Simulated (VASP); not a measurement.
Output of a VASP run:

OSZICAR:
```
       N       E                     dE             d eps       ncg     rms          rms(c)
DAV:   1     0.719517798508E+02    0.71952E+02   -0.11183E+04   864   0.182E+03
DAV:   2    -0.316270365140E+02   -0.10358E+03   -0.94696E+02  1192   0.384E+02
DAV:   3    -0.364408845222E+02   -0.48138E+01   -0.47782E+01  1140   0.774E+01
DAV:   4    -0.365189688936E+02   -0.78084E-01   -0.77847E-01  1152   0.108E+01
DAV:   5    -0.365208832814E+02   -0.19144E-02   -0.19131E-02  1072   0.153E+00    0.844E+00
DAV:   6    -0.348864698979E+02    0.16344E+01   -0.48267E+00  1236   0.211E+01    0.373E+00
DAV:   7    -0.348087949058E+02    0.77675E-01   -0.31860E-01  1076   0.630E+00    0.245E+00
DAV:   8    -0.347861788765E+02    0.22616E-01   -0.88498E-02  1096   0.258E+00    0.400E-01
DAV:   9    -0.347829567218E+02    0.32222E-02   -0.87543E-03  1292   0.128E+00    0.105E-01
DAV:  10    -0.347832866427E+02   -0.32992E-03   -0.93305E-04  1096   0.293E-01    0.356E-02
DAV:  11    -0.347832843686E+02    0.22742E-05   -0.88230E-05  1120   0.890E-02    0.101E-02
DAV:  12    -0.347832884451E+02   -0.40766E-05   -0.70006E-06  1076   0.323E-02    0.455E-03
DAV:  13    -0.347832885638E+02   -0.11861E-06   -0.28763E-07   800   0.660E-03
   1 F= -.34783289E+02 E0= -.34783289E+02  d E =-.769154E-11
```

**OUTCAR**
```
------------------------ aborting loop because EDIFF is reached ----------------------------------------
  FORCE on cell =-STRESS in cart. coord.  units (eV):
  Direction    XX          YY          ZZ          XY          YZ          ZX
  --------------------------------------------------------------------------------------
  Total       -2.9112355     -2.9112353     -3.0250533      0.0000000      0.0000000      0.0000000
  in kB     -184.9541030   -184.9540906   -192.1850774      0.0000000      0.0000000      0.0000000
  external PRESSURE =    -187.3644237 kB  Pullay stress =       0.0000000 kB
  volume of cell :       25.22
      direct lattice vectors                 reciprocal lattice vectors
     1.300500000 -2.252532000  0.000000000     0.384467512 -0.221972429  0.000000000
     1.300500000  2.252532000  0.000000000     0.384467512  0.221972429  0.000000000
     0.000000000  0.000000000  4.304400000     0.000000000  0.000000000  0.232320416
  FREE ENERGIE OF THE ION-ELECTRON SYSTEM (eV)
  ---------------------------------------------------
  free  energy   TOTEN  =       -34.7832885638 eV

  energy  without entropy=      -34.7832885638  energy(sigma->0) =      -34.78328856
```
(Selected blocks of OUTCAR.)

### POSCAR
```
BN
1
    1.3005000000    -2.2525320000     0.0000000000
    1.3005000000     2.2525320000     0.0000000000
    0.0000000000     0.0000000000     4.3044000000
B N
2 2
Direct
  0.6666670000   0.3333330000   0.5000000000
  0.3333330000   0.6666670000   0.0000000000
  0.6666670000   0.3333330000   0.8750000000
  0.3333330000   0.6666670000   0.3750000000
```

Task: Reconstruct the remaining input files.

Result: Several could match; the one computed here: the input of the run itself, PBE GGA, plane waves, VASP's PBE PAW potentials (set 64).

### KPOINTS
```
Automatic mesh
0
Gamma
9 9 5
0 0 0
```

### INCAR
```
ALGO = Normal
EDIFF = 1E-6
ENCUT = 800
GGA = PE
ISIF = 2
ISMEAR = 0
LASPH = .TRUE.
LCHARG = .FALSE.
LREAL = .FALSE.
LWAVE = .FALSE.
NELM = 100
PREC = Accurate
SIGMA = 0.05
SYSTEM = BN
```

POTCAR, in this order: B_h N (PBE.64 set). Program: vasp_std.

The compound is BN in the wurtzite structure, a metastable high-pressure form. The cell was not relaxed at this level. The run is one of a series of settings (ENCUT = 800, POTCAR B_h N (PBE.64 set) against the base run), some of them coarse on purpose.
